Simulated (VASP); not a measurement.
Input:

```
CELL_PARAMETERS angstrom
     -1.48909     1.48909     1.48909
      1.48909    -1.48909     1.48909
      1.48909     1.48909    -1.48909
ATOMIC_POSITIONS crystal
  V  0.00000 0.00000 0.00000
```

Computed with r2SCAN meta-GGA, VASP's PBE PAW potentials (set 64) (plane waves; VASP). Run with 480 eV cut-off, 16×16×16 Γ-centred mesh, first-order Methfessel-Paxton smearing of 0.10 eV, potentials V_sv.

Each row applies one change to this cell, which was relaxed at other settings and keeps the small stress of the first row; at a fixed cut-off the stress holds a Pulay part, so it need not integrate to ΔE exactly. Stress is in GPa, positive when the cell is compressed.

```
change                                    ΔE (meV/atom)    σxx    σyy    σzz  largest shear component, with its sign (GPa)  largest force (eV/Å)
----------------------------------------  -------------  -----  -----  -----  --------------------------------------------  --------------------
none                                                0.0   1.63   1.63   1.63                                          0.00                 0.000
uniaxial strain of +0.5 % along z                  -0.5   0.78   0.78   0.39                                          0.00                 0.000
uniaxial strain of -2.0 % along z                   7.4   5.03   5.03   7.24                                          0.00                 0.000
isotropic strain of +1.5 %                          8.8  -6.57  -6.57  -6.57                                          0.00                 0.000
uniaxial strain of -1.5 % along z                   4.7   4.20   4.20   5.71                                          0.00                 0.000
biaxial strain of +2.0 % in the xz plane            7.2  -6.49  -4.24  -6.49                                          0.00                 0.000
isotropic strain of -2.0 %                         40.1  14.96  14.96  14.96                                          0.00                 0.000
```

Failed runs are left out, and for metals the shear rows, which the mesh's noise covers.

The compound is V in the bcc structure. The run is not spin-polarised, so no magnetic state was tried.
